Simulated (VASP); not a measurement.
```yaml
crystal:
  lattice:
    - [4.48533, 0.00000, 0.00000]
    - [0.00000, 4.48533, 0.00000]
    - [0.00000, 0.00000, 2.94908]
  atoms:
    - { symbol: Cr, position: [0.00000, 0.00000, 0.00000], spin: 2.2 }
    - { symbol: Cr, position: [0.50000, 0.50000, 0.50000], spin: 2.2 }
    - { symbol: O, position: [0.30384, 0.30384, 0.00000], spin: -0.1 }
    - { symbol: O, position: [0.80384, 0.19616, 0.50000], spin: -0.1 }
    - { symbol: O, position: [0.19616, 0.80384, 0.50000], spin: -0.1 }
    - { symbol: O, position: [0.69616, 0.69616, 0.00000], spin: -0.1 }
```

Computed with RPBE GGA, VASP's PBE PAW potentials (set 64) (plane waves; VASP). Settings: 520 eV cut-off, Gaussian smearing of 0.050 eV, potentials Cr_pv O.

### Question
What does the run give for the cell moment, band gap (along the path) with the smallest direct gap where there is one?

### Answer

```
Item                                                         Result
-------------------------  ----------------------------------------
band gap (along the path)  none (metal, semimetal or under 0.01 eV)
cell moment                                                 4.00 μB
```

Total energies compare only between runs with the same potentials, cut-off and functional.

The compound is CrO2 in the rutile structure. It was relaxed first.
